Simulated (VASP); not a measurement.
# RhSe (relaxed from the rock salt structure, space group Fm-3m): computed properties

All values below come from r2SCAN meta-GGA, VASP's PBE PAW potentials (set 64) (plane waves; VASP).

| Property | Result |
|---|---|
| space group | Fm-3m (225) |
| cell | a = b = c = 5.1408 Å, α = β = γ = 90.00° |
| volume per atom | 16.98 Å^3/atom |
| band gap (over mesh and band path) | none (metal, semimetal or under 0.01 eV) |
| density | 8.89 g/cm³ |

```xyz
2
Lattice="0.0000 2.5704 2.5704 2.5704 0.0000 2.5704 2.5704 2.5704 0.0000" Properties=species:S:1:pos:R:3 pbc="T T T"
Rh     0.0000     0.0000     0.0000
Se     2.5704     2.5704     2.5704
```

The structure was generated: RhSe was put into the rock salt type (Fm-3m), which need not be its known phase. It was relaxed first, which changed the volume by -25 %. Symmetry was kept, so distortions that lower it aren't found. The electron count is odd and the run is not spin-polarised, which forces a metal.
